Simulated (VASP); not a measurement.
Method: PBEsol GGA, VASP's PBE PAW potentials (set 64) (plane waves; VASP).

VASP input:

### KPOINTS
```
Automatic mesh
0
Gamma
8 8 8
0 0 0
```

### POSCAR
```
InAs
1
    0.0000000000     2.8327283129     2.8327283129
    2.8327283129     0.0000000000     2.8327283129
    2.8327283129     2.8327283129     0.0000000000
In As
1 1
Direct
  0.0000000000   0.0000000000   0.0000000000
  0.2500000000   0.2500000000   0.2500000000
```

INCAR:
```
ALGO = Normal
EDIFF = 1E-6
EDIFFG = -0.02
ENCUT = 500
GGA = PS
IBRION = 2
ISIF = 3
ISMEAR = 0
LASPH = T
LCHARG = F
LMAXMIX = 4
LREAL = F
LWAVE = F
NELM = 100
NSW = 40
PREC = Accurate
PSTRESS = 300
SIGMA = 0.05
SYSTEM = InAs
```

POTCAR, in this order: In_d As (PBE.64 set). Program: vasp_std.

Energy and stress use the plane-wave basis of the starting cell. Unless said otherwise, spin-orbit coupling is left out, though it shifts the bands of the heavy elements here.

### Question
Predict the energy per atom (σ→0), volume per atom, band gap (on the k-mesh).

### Answer

The energy per atom (σ→0) is -3.748 eV/atom and the band gap (on the k-mesh) comes out as 0.89 eV. The volume per atom comes out as 21.35 Å^3/atom.

### OSZICAR
```
...
       N       E                     dE             d eps       ncg     rms          rms(c)
DAV:   1    -0.749758181975E+01    0.19659E-01   -0.27262E-02   954   0.414E+00    0.235E-01
DAV:   2    -0.749659454827E+01    0.98727E-03   -0.20260E-03   954   0.137E+00    0.775E-02
DAV:   3    -0.749643483328E+01    0.15971E-03   -0.44269E-04   989   0.583E-01    0.526E-02
DAV:   4    -0.749643445069E+01    0.38259E-06   -0.26603E-05   789   0.554E-02    0.391E-02
DAV:   5    -0.749643287007E+01    0.15806E-05   -0.38196E-06   899   0.194E-02    0.163E-02
DAV:   6    -0.749643333093E+01   -0.46086E-06   -0.36588E-07   422   0.956E-03
   4 F= 0.50060970E+00 E0= 0.50060970E+00  d E =-.904075E-01
```

The structure was generated: InAs was put into the zinc blende type (F-43m), which need not be its known phase. This run relaxes it under an external pressure of 30 GPa. Symmetry was kept, so distortions that lower it aren't found.
